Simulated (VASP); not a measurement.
# XPS shifts in BaAl20, part 2 of 3

Wanted: the chemical shifts that photoemission would resolve in BaAl20.

VASP 6.6.1, plane waves and PAW; the level of theory is named at each step.

So far. Step 2 (Relaxation): The forces on the free atoms are under 0.05 eV/Å, while the fixed ones keep up to 0.54 eV/Å.

**3. Initial state**

Level of this step: PBE; plane waves and PAW (Ba_sv_GW, Al) (VASP).

The cell without a hole gives, with ICORELEVEL = 1, the Kohn-Sham core levels of the initial state.

Contents of INCAR:

```
SYSTEM = BaAl20
PREC = Normal
ENCUT = 330
EDIFF = 1E-05
NELM = 120
ISMEAR = 0
SIGMA = 0.1
LREAL = Auto
ALGO = Fast
GGA = PE
NBANDS = 56
LORBIT = 11
LWAVE = .FALSE.
LCHARG = .FALSE.
NCORE = 8
ICORELEVEL = 1
ISIF = 0
LVHAR = .TRUE.
```

Contents of POSCAR:

```
BaAl20
1.0
    8.0800000000      0.0000000000      0.0000000000
    0.0000000000      5.7134227920      0.0000000000
    0.0000000000      0.0000000000     22.8134227920
Ba Al
1 20
Direct
    0.2501464540      0.0000000000      0.6631087882
    0.9717425200      0.0000000000      0.5692714817
    0.5285166036      0.0000000000      0.5692839143
    0.0090529279      0.5000000000      0.5782077325
    0.4911050206      0.5000000000      0.5781935234
    0.2500540027      0.2471649081      0.5173466558
    0.7500780722      0.2640590345      0.5142682672
    0.2500540027      0.7528350919      0.5173466558
    0.7500780722      0.7359409655      0.5142682672
    0.0000000000      0.0000000000      0.4539744650
    0.5000000000      0.0000000000      0.4539744650
    0.0000000000      0.5000000000      0.4539744650
    0.5000000000      0.5000000000      0.4539744650
    0.2500000000      0.2500000000      0.3913641450
    0.7500000000      0.2500000000      0.3913641450
    0.2500000000      0.7500000000      0.3913641450
    0.7500000000      0.7500000000      0.3913641450
    0.0000000000      0.0000000000      0.3287538250
    0.5000000000      0.0000000000      0.3287538250
    0.0000000000      0.5000000000      0.3287538250
    0.5000000000      0.5000000000      0.3287538250
```

Contents of KPOINTS:

```
Automatic mesh
0
Gamma
3 4 1
0 0 0
```

Potentials, in the order of the species: Ba_sv_GW and Al (PBE family, release 64).

Command:

```console
> mpirun -np 8 vasp_std
```

Output:

```text
[banner, memory and clock lines left out]
running    8 mpi-ranks, on    1 nodes
 distrk:  each k-point on    8 cores,    1 groups
 distr:  one band on    8 cores,    1 groups

 POSCAR found type information on POSCAR BaAl
 POSCAR found :  2 types and      21 ions
 [... a notice as in an earlier step ...]

 LDA part: xc-table for (Slater+PW92), standard interpolation
 POSCAR, INCAR and KPOINTS ok, starting setup
 FFT: planning ... GRIDC
 FFT: planning ... GRID_SOFT
 FFT: planning ... GRID
 WAVECAR not read
 entering main loop
       N       E                     dE             d eps       ncg     rms          rms(c)
DAV:   1     0.234007159427E+03    0.23401E+03   -0.17139E+04   696   0.627E+02
DAV:   2    -0.502898891437E+02   -0.28430E+03   -0.26895E+03  1000   0.185E+02
DAV:   3    -0.780496562733E+02   -0.27760E+02   -0.27238E+02   880   0.617E+01
DAV:   4    -0.799538010305E+02   -0.19041E+01   -0.19002E+01  1056   0.192E+01
DAV:   5    -0.799942562241E+02   -0.40455E-01   -0.40445E-01   992   0.237E+00    0.753E+00
RMM:   6    -0.742692841384E+02    0.57250E+01   -0.96045E+00   805   0.360E+00    0.409E+00
RMM:   7    -0.736149628190E+02    0.65432E+00   -0.27803E+00  1056   0.333E+00    0.231E+00
RMM:   8    -0.735157305484E+02    0.99232E-01   -0.11016E+00  1099   0.195E+00    0.127E+00
RMM:   9    -0.733806509144E+02    0.13508E+00   -0.35203E-01  1158   0.125E+00    0.691E-01
RMM:  10    -0.733501522336E+02    0.30499E-01   -0.86408E-02  1022   0.680E-01    0.337E-01
RMM:  11    -0.733443982518E+02    0.57540E-02   -0.31593E-02  1072   0.460E-01    0.197E-01
RMM:  12    -0.733484830735E+02   -0.40848E-02   -0.25428E-02  1034   0.300E-01    0.153E-01
RMM:  13    -0.733501478111E+02   -0.16647E-02   -0.66695E-03  1079   0.205E-01    0.619E-02
RMM:  14    -0.733531394740E+02   -0.29917E-02   -0.32230E-03  1054   0.117E-01    0.399E-02
RMM:  15    -0.733552351909E+02   -0.20957E-02   -0.14900E-03   991   0.762E-02    0.219E-02
RMM:  16    -0.733559500809E+02   -0.71489E-03   -0.88916E-04   958   0.552E-02    0.147E-02
RMM:  17    -0.733561698256E+02   -0.21974E-03   -0.26841E-04   883   0.432E-02    0.866E-03
RMM:  18    -0.733566141999E+02   -0.44437E-03   -0.16847E-04   826   0.300E-02    0.498E-03
RMM:  19    -0.733567842598E+02   -0.17006E-03   -0.71579E-05   767   0.195E-02    0.268E-03
RMM:  20    -0.733569673510E+02   -0.18309E-03   -0.56682E-05   762   0.159E-02    0.185E-03
RMM:  21    -0.733570363918E+02   -0.69041E-04   -0.16804E-05   721   0.121E-02    0.934E-04
RMM:  22    -0.733570654977E+02   -0.29106E-04   -0.77611E-06   691   0.108E-02    0.891E-04
RMM:  23    -0.733570715645E+02   -0.60668E-05   -0.30751E-06   644   0.765E-03
   1 F= -.73357072E+02 E0= -.73325048E+02  d E =-.640479E-01
```

Wall time 11 s (8 MPI ranks of Intel Xeon 6975P-C (Granite Rapids), shared host); peak memory 1.2 GiB.

OUTCAR, selected parts (step 3):

```text
The static configuration has the point symmetry C_1h.

 Found      6 irreducible k-points:

   k-points           NKPTS =      6   k-points in BZ     NKDIM =      6   number of bands    NBANDS=     56

   NELECT =      70.0000    total number of electrons

 the core state eigenenergies are
   1-  1s -37244.1508  2s  -5881.5915  2p  -5272.8045  3s  -1237.0851  3p  -1042.0194
       3d   -758.9754  4s   -238.1746  4p   -175.2767  4d    -84.0049
   2-  1s  -1504.9150  2s   -102.2835  2p    -63.7371
   3-  1s  -1504.9147  2s   -102.2833  2p    -63.7369
   4-  1s  -1505.4804  2s   -102.6446  2p    -64.1086
   5-  1s  -1505.4802  2s   -102.6444  2p    -64.1084
   6-  1s  -1505.2951  2s   -102.5300  2p    -63.9890
   7-  1s  -1505.0022  2s   -102.3375  2p    -63.7915
   8-  1s  -1505.2951  2s   -102.5300  2p    -63.9890
   9-  1s  -1505.0022  2s   -102.3375  2p    -63.7915
  10-  1s  -1505.1797  2s   -102.4642  2p    -63.9203
  11-  1s  -1505.1801  2s   -102.4645  2p    -63.9206
  12-  1s  -1505.2913  2s   -102.5405  2p    -63.9984
  13-  1s  -1505.2914  2s   -102.5405  2p    -63.9985
  14-  1s  -1505.3678  2s   -102.5856  2p    -64.0454
  15-  1s  -1505.3263  2s   -102.5530  2p    -64.0124
  16-  1s  -1505.3678  2s   -102.5856  2p    -64.0454
  17-  1s  -1505.3263  2s   -102.5530  2p    -64.0124
  18-  1s  -1505.5395  2s   -102.7015  2p    -64.1662
  19-  1s  -1505.5396  2s   -102.7015  2p    -64.1663
  20-  1s  -1505.5764  2s   -102.7391  2p    -64.2040
  21-  1s  -1505.5765  2s   -102.7393  2p    -64.2041

 E-fermi :   0.9004

 k-point     1 :       0.0000    0.0000    0.0000
  band No.  band energies     occupation
    ...
     32      -0.1365      2.00000
     33       0.0136      2.00000
     34       0.0417      2.00000
     35       0.5359      2.00000
     36       0.9407      0.56925
     37       1.1149      0.00242
     38       1.3530      0.00000
     39       1.4039      0.00000
     40       1.5441      0.00000
     41       1.5850      0.00000
    ...

 k-point     2 :       0.3333    0.0000    0.0000
  band No.  band energies     occupation
    ...
     33       0.1266      2.00000
     34       0.5504      2.00000
     35       0.5869      1.99999
     36       0.7439      1.97314
     37       0.7690      1.93690
     38       1.0795      0.01134
     39       1.2003      0.00002
     40       1.4796      0.00000
     41       1.8053      0.00000
     42       1.9631      0.00000
    ...

 POSITION                                       TOTAL-FORCE (eV/Angst)
 -----------------------------------------------------------------------------------
      2.02118      0.00000     15.12778        -0.001009      0.000000      0.054434
      7.85168      0.00000     12.98703        -0.080355      0.000000      0.087218
      4.27041      0.00000     12.98731         0.077170      0.000000      0.084877
      0.07315      2.85671     13.19090         0.089679      0.000000      0.136994
      3.96813      2.85671     13.19057        -0.092006      0.000000      0.137931
      2.02044      1.41216     11.80245         0.003209      0.014522     -0.090055
      6.06063      1.50868     11.73222        -0.001837      0.050567     -0.147495
      2.02044      4.30127     11.80245         0.003209     -0.014522     -0.090055
      6.06063      4.20474     11.73222        -0.001837     -0.050567     -0.147495
      0.00000      0.00000     10.35671        -0.046613      0.000000     -0.524207
      4.04000      0.00000     10.35671         0.048644      0.000000     -0.522410
      0.00000      2.85671     10.35671         0.231717      0.000000     -0.036312
      4.04000      2.85671     10.35671        -0.228666      0.000000     -0.036129
      2.02000      1.42836      8.92836        -0.000415     -0.034060      0.018593
      6.06000      1.42836      8.92836        -0.000197     -0.082977     -0.128456
      2.02000      4.28507      8.92836        -0.000415      0.034060      0.018593
      6.06000      4.28507      8.92836        -0.000197      0.082977     -0.128456
      0.00000      0.00000      7.50000         0.012548      0.000000      0.294954
      4.04000      0.00000      7.50000        -0.012781      0.000000      0.294736
      0.00000      2.85671      7.50000        -0.012888      0.000000      0.361350
      4.04000      2.85671      7.50000         0.013040      0.000000      0.361391
 -----------------------------------------------------------------------------------
    total drift:                                0.003006      0.000000      0.001938

  FREE ENERGIE OF THE ION-ELECTRON SYSTEM (eV)
  ---------------------------------------------------
  free  energy   TOTEN  =       -73.3570715645 eV

  energy  without entropy=      -73.2930236860  energy(sigma->0) =      -73.32504763

 total charge
# of ion       s       p       d       f       tot
--------------------------------------------------
    1        1.826   4.490   0.179   0.008   6.504
    2        0.469   0.342   0.000   0.000   0.811
    3        0.469   0.342   0.000   0.000   0.811
    4        0.463   0.296   0.000   0.000   0.759
    5        0.463   0.296   0.000   0.000   0.759
    6        0.431   0.340   0.000   0.000   0.771
    7        0.435   0.363   0.000   0.000   0.797
    8        0.431   0.340   0.000   0.000   0.771
    9        0.435   0.363   0.000   0.000   0.797
   10        0.424   0.359   0.000   0.000   0.782
   11        0.424   0.359   0.000   0.000   0.782
   12        0.424   0.350   0.000   0.000   0.774
   13        0.424   0.350   0.000   0.000   0.774
   14        0.431   0.336   0.000   0.000   0.767
   15        0.432   0.337   0.000   0.000   0.770
   16        0.431   0.336   0.000   0.000   0.767
   17        0.432   0.337   0.000   0.000   0.770
   18        0.475   0.285   0.000   0.000   0.760
   19        0.475   0.285   0.000   0.000   0.760
   20        0.479   0.282   0.000   0.000   0.761
   21        0.479   0.282   0.000   0.000   0.761
--------------------------------------------------
tot         10.752  11.070   0.179   0.008  22.009

[... 5 parts as in an earlier step ...]

[... 6 further parts left out ...]
```

These are scalar-relativistic Kohn-Sham levels of the ground state, with no core hole, so they are not binding energies.

Numbers from this step:

| Item | Value |
| --- | --- |
| free energy (TOTEN) | -73.3571 eV |
| energy at zero smearing | -73.3250 eV |
| Fermi energy | 0.9004 eV |

The two shallowest core shells; atoms whose shallowest level rounds to another's at 0.01 eV are left out. Core levels, by row:

| atom | shell | level below the Fermi level (eV) |
| --- | --- | --- |
| Ba1 | 4p | 176.2 |
| Ba1 | 4d | 84.91 |
| Al2 | 2s | 103.2 |
| Al2 | 2p | 64.64 |
| Al4 | 2s | 103.5 |
| Al4 | 2p | 65.01 |
| Al6 | 2s | 103.4 |
| Al6 | 2p | 64.89 |
| Al7 | 2s | 103.2 |
| Al7 | 2p | 64.69 |
| Al10 | 2s | 103.4 |
| Al10 | 2p | 64.82 |
| Al12 | 2s | 103.4 |
| Al12 | 2p | 64.9 |
| Al14 | 2s | 103.5 |
| Al14 | 2p | 64.95 |
| Al15 | 2s | 103.5 |
| Al15 | 2p | 64.91 |
| Al18 | 2s | 103.6 |
| Al18 | 2p | 65.07 |
| Al20 | 2s | 103.6 |
| Al20 | 2p | 65.1 |

**4. Core hole, atom Al3**

This step: final-state core hole with the electron kept at the Fermi level, PBE; plane waves and PAW (Al, Ba_sv_GW, Al) (VASP 6.6.1).

System of this step: BaAl20. The cell holds 21 atoms: 20 Al and 1 Ba. Its edges and angles: a = 8.080 Å, b = 5.713 Å, c = 22.813 Å, α = 90.0°, β = 90.0°, γ = 90.0°. It derives from Al. Adsorbate: added Ba, site longbridge, coverage in monolayers 0.25, cell 2x2, faces one. Vacuum lies along c.

A core electron of Al3 (2p) is moved to the Fermi level; this atom comes first in POSCAR as a species of its own.

INCAR, as its differences from that of step 3:

```diff
@@ -11,3 +11,2 @@
 NBANDS = 56
-LORBIT = 11
 LWAVE = .FALSE.
@@ -15,4 +14,7 @@
 NCORE = 8
-ICORELEVEL = 1
+ICORELEVEL = 2
+CLNT = 1
+CLN = 2
+CLL = 1
+CLZ = 1
 ISIF = 0
-LVHAR = .TRUE.
```

POSCAR, as its differences from that of step 3:

```diff
@@ -5,8 +5,8 @@
     0.0000000000      0.0000000000     22.8134227920
-Ba Al
-1 20
+Al Ba Al
+1 1 19
 Direct
+    0.5285166036      0.0000000000      0.5692839143
     0.2501464540      0.0000000000      0.6631087882
     0.9717425200      0.0000000000      0.5692714817
-    0.5285166036      0.0000000000      0.5692839143
     0.0090529279      0.5000000000      0.5782077325
```

KPOINTS is that of step 3.

PAW data sets: Al, Ba_sv_GW and Al (PBE family, release 64).

Command:

```console
> mpirun -np 8 vasp_std
```

Output:

```text
[banner, memory and clock lines left out]
running    8 mpi-ranks, on    1 nodes
 distrk:  each k-point on    8 cores,    1 groups
 distr:  one band on    8 cores,    1 groups

 POSCAR found type information on POSCAR AlBaAl
 POSCAR found :  3 types and      21 ions
 [... a notice as in an earlier step ...]

 LDA part: xc-table for (Slater+PW92), standard interpolation
 POSCAR, INCAR and KPOINTS ok, starting setup
 FFT: planning ... GRIDC
 FFT: planning ... GRID_SOFT
 FFT: planning ... GRID
 WAVECAR not read
 entering main loop
       N       E                     dE             d eps       ncg     rms          rms(c)
DAV:   1     0.235615588919E+03    0.23562E+03   -0.17379E+04   696   0.632E+02
DAV:   2    -0.604633842698E+02   -0.29608E+03   -0.28037E+03  1000   0.189E+02
DAV:   3    -0.902027682284E+02   -0.29739E+02   -0.29211E+02   904   0.648E+01
DAV:   4    -0.920793751364E+02   -0.18766E+01   -0.18712E+01  1056   0.191E+01
DAV:   5    -0.921243700383E+02   -0.44995E-01   -0.44985E-01  1088   0.258E+00    0.143E+01
RMM:   6    -0.838578359608E+02    0.82665E+01   -0.15551E+01   812   0.612E+00    0.475E+00
RMM:   7    -0.833467439959E+02    0.51109E+00   -0.49713E+00  1104   0.459E+00    0.414E+00
RMM:   8    -0.822619612795E+02    0.10848E+01   -0.13825E+00  1082   0.237E+00    0.301E+00
RMM:   9    -0.820439941492E+02    0.21797E+00   -0.10770E+00  1067   0.194E+00    0.820E-01
RMM:  10    -0.819908732654E+02    0.53121E-01   -0.48626E-01  1202   0.139E+00    0.475E-01
RMM:  11    -0.819891338808E+02    0.17394E-02   -0.98329E-02  1134   0.686E-01    0.352E-01
RMM:  12    -0.819883259271E+02    0.80795E-03   -0.31715E-02  1117   0.410E-01    0.152E-01
RMM:  13    -0.819899922291E+02   -0.16663E-02   -0.18187E-02  1110   0.264E-01    0.126E-01
RMM:  14    -0.819945639812E+02   -0.45718E-02   -0.79220E-03  1058   0.156E-01    0.507E-02
RMM:  15    -0.819972911693E+02   -0.27272E-02   -0.43706E-03  1084   0.108E-01    0.366E-02
RMM:  16    -0.819995724932E+02   -0.22813E-02   -0.28648E-03  1047   0.812E-02    0.264E-02
RMM:  17    -0.819997520919E+02   -0.17960E-03   -0.13008E-03  1029   0.530E-02    0.238E-02
RMM:  19    -0.820005699144E+02   -0.52645E-03   -0.33898E-04   890   0.346E-02    0.113E-02
RMM:  20    -0.820006564841E+02   -0.86570E-04   -0.15009E-04   763   0.252E-02    0.868E-03
RMM:  21    -0.820008538573E+02   -0.19737E-03   -0.91899E-05   774   0.205E-02    0.291E-03
RMM:  22    -0.820009110030E+02   -0.57146E-04   -0.38805E-05   716   0.179E-02    0.329E-03
RMM:  23    -0.820009538614E+02   -0.42858E-04   -0.16059E-05   697   0.127E-02    0.213E-03
RMM:  24    -0.820009706732E+02   -0.16812E-04   -0.85024E-06   674   0.112E-02    0.102E-03
RMM:  25    -0.820009771770E+02   -0.65038E-05   -0.37765E-06   662   0.924E-03
   1 F= -.82000977E+02 E0= -.81967456E+02  d E =-.670432E-01
```

Run time: 12 s. Hardware: 8 MPI ranks; peak memory 1.2 GiB; 89 s of CPU time.

Parts of OUTCAR (step 4):

```text
The static configuration has the point symmetry C_1h.

 Found      6 irreducible k-points:

   NELECT =      71.0000    total number of electrons

 the core state eigenenergies are
   1-  1s  -1541.5785  2s   -122.3507  2p    -84.8974
   2-  1s -37244.1397  2s  -5881.5809  2p  -5272.7939  3s  -1237.0720  3p  -1042.0063
       3d   -758.9627  4s   -238.1586  4p   -175.2606  4d    -83.9885
   3-  1s  -1504.8664  2s   -102.2400  2p    -63.6934
   4-  1s  -1505.4942  2s   -102.6546  2p    -64.1189
   5-  1s  -1505.5347  2s   -102.6704  2p    -64.1365
   6-  1s  -1505.3157  2s   -102.5391  2p    -63.9987
   7-  1s  -1505.0798  2s   -102.3813  2p    -63.8369
   8-  1s  -1505.3157  2s   -102.5391  2p    -63.9987
   9-  1s  -1505.0798  2s   -102.3813  2p    -63.8369
  10-  1s  -1505.1877  2s   -102.4574  2p    -63.9145
  11-  1s  -1505.2979  2s   -102.5388  2p    -63.9970
  12-  1s  -1505.2182  2s   -102.4817  2p    -63.9389
  13-  1s  -1505.2346  2s   -102.5022  2p    -63.9593
  14-  1s  -1505.3711  2s   -102.5855  2p    -64.0455
  15-  1s  -1505.3308  2s   -102.5573  2p    -64.0167
  16-  1s  -1505.3711  2s   -102.5855  2p    -64.0455
  17-  1s  -1505.3308  2s   -102.5573  2p    -64.0167
  18-  1s  -1505.4625  2s   -102.6347  2p    -64.0993
  19-  1s  -1505.5528  2s   -102.7164  2p    -64.1809
  20-  1s  -1505.5241  2s   -102.6928  2p    -64.1575
  21-  1s  -1505.6244  2s   -102.7817  2p    -64.2466

 E-fermi :   0.8812

 k-point     1 :       0.0000    0.0000    0.0000
  band No.  band energies     occupation
    ...
     32      -0.2063      2.00000
     33      -0.1302      2.00000
     34      -0.0603      2.00000
     35       0.4480      2.00000
     36       0.7265      1.97140
     37       1.0504      0.01676
     38       1.2891      0.00000
     39       1.3506      0.00000
     40       1.4533      0.00000
     41       1.5210      0.00000
    ...

 k-point     2 :       0.3333    0.0000    0.0000
  band No.  band energies     occupation
    ...
     33      -0.0022      2.00000
     34       0.4638      2.00000
     35       0.4907      2.00000
     36       0.6856      1.99434
     37       0.7705      1.88278
     38       0.9593      0.26940
     39       1.1109      0.00116
     40       1.4082      0.00000
     41       1.7651      0.00000
     42       1.9350      0.00000
    ...

 POSITION                                       TOTAL-FORCE (eV/Angst)
 -----------------------------------------------------------------------------------
      4.27041      0.00000     12.98731         0.055813      0.000000     -0.696450
      2.02118      0.00000     15.12778         0.361329      0.000000     -0.188001
      7.85168      0.00000     12.98703        -0.014691      0.000000      0.044862
      0.07315      2.85671     13.19090         0.071375      0.000000      0.098325
      3.96813      2.85671     13.19057        -0.096678      0.000000      0.146692
      2.02044      1.41216     11.80245         0.055630     -0.067436     -0.063551
      6.06063      1.50868     11.73222        -0.238455     -0.137335      0.063552
      2.02044      4.30127     11.80245         0.055630      0.067436     -0.063551
      6.06063      4.20474     11.73222        -0.238455      0.137335      0.063552
      0.00000      0.00000     10.35671        -0.017679      0.000000     -0.451182
      4.04000      0.00000     10.35671         0.044996      0.000000     -0.126163
      0.00000      2.85671     10.35671         0.244043      0.000000     -0.088918
      4.04000      2.85671     10.35671        -0.233810      0.000000     -0.031543
      2.02000      1.42836      8.92836        -0.013898     -0.094499      0.087997
      6.06000      1.42836      8.92836         0.009109     -0.147132     -0.048903
      2.02000      4.28507      8.92836        -0.013898      0.094499      0.087997
      6.06000      4.28507      8.92836         0.009109      0.147132     -0.048903
      0.00000      0.00000      7.50000         0.037707      0.000000      0.278914
      4.04000      0.00000      7.50000        -0.022638      0.000000      0.313186
      0.00000      2.85671      7.50000        -0.045165      0.000000      0.339844
      4.04000      2.85671      7.50000        -0.009373      0.000000      0.282241
 -----------------------------------------------------------------------------------
    total drift:                                0.006544      0.000000     -0.000869

  FREE ENERGIE OF THE ION-ELECTRON SYSTEM (eV)
  ---------------------------------------------------
  free  energy   TOTEN  =       -82.0009771770 eV

  energy  without entropy=      -81.9339339995  energy(sigma->0) =      -81.96745559

[... 7 parts as in an earlier step ...]

[... 5 further parts left out ...]
```

This run has no spin polarisation.

This step gave:

```yaml
free_energy_toten: -82.0010 eV
energy_at_zero_smearing: -81.9675 eV
fermi_energy: 0.8812 eV
```

This is the reference for holes on Al.

[end of part 2 of 3]

[Lines on the potential files, build, host, timing and source positions are cut from VASP's logs without a mark.]

[Logs are printed without paths, hosts, clocks, repeated set-up lines and the standing remarks that a program may print on its own settings, such as how far it seeks lower states.]

[Hosts, paths, dates, database ids (printed as entryN), source tags and the programs' standing remarks are cut or masked in the printed files.]
